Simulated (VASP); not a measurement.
A run of VASP 6.6.1 is set up as follows.

File INCAR:

```
SYSTEM = Ru
PREC = Accurate
ENCUT = 520
EDIFF = 1E-6
ISMEAR = -1
SIGMA = 0.1
LREAL = .False.
LASPH = .True.
NELM = 60
ALGO = Normal
ISIF = 2
LWAVE = .False.
LCHARG = .False.
GGA = CA
NBANDS = 13
```

The input KPOINTS:

```
Automatic mesh
0
Gamma
  14 14 14
  0 0 0
```

File POSCAR:

```
Ru
1.0
    2.4309095140      0.0000000000      0.0000000000
    0.0000000000      2.4309095140      0.0000000000
    0.0000000000      0.0000000000      2.4309095140
Ru
1
Direct
    0.0000000000      0.0000000000      0.0000000000
```

Potentials or basis: VASP PAW LDA potentials, release 64 (Ru_pv).

The run is started by

```sh
$ cat potpaw_LDA.64/Ru_pv/POTCAR > POTCAR
$ mpirun -np 1 vasp_std > vasp.out
```

Task: Predict the band gap on the k mesh.

Result: None (metal or under the smearing width).

Task: What does it give for the pressure?

Result: 13.1 GPa.
